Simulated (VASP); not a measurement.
Given:

```
CELL_PARAMETERS angstrom
      4.51060     0.00000     0.00000
      0.00000     4.51060     0.00000
      0.00000     0.00000     6.32898
ATOMIC_POSITIONS crystal
  Al 0.00000 0.00000 0.00000
  In 0.50000 0.50000 0.50000
  Sb 0.00000 0.50000 0.23322
  Sb 0.50000 0.00000 0.76678
```

Level of theory: r2SCAN meta-GGA, VASP's PBE PAW potentials (set 64) (plane waves; VASP 6.6.1). Settings: 400 eV cut-off, 6×6×4 Γ-centred mesh, tetrahedra with Blöchl corrections, potentials Al In_d Sb.

The cores are frozen, which limits the accuracy of field gradients.

Problem. Give the principal components of the electric field gradient (V/Å²) and the asymmetry η at each nucleus.

Solution. 
```csv
atom,Vxx,Vyy,Vzz,η
Al1,-2.5,-2.5,5.0,0.00
In2,6.3,6.3,-12.5,0.00
Sb3,21.7,6.3,-28.0,0.55
Sb4,21.7,6.3,-28.0,0.55
```

The structure comes from a computed database's AlInSb2 entry (P-4m2); how it stands against other phases isn't given here. It was relaxed first.
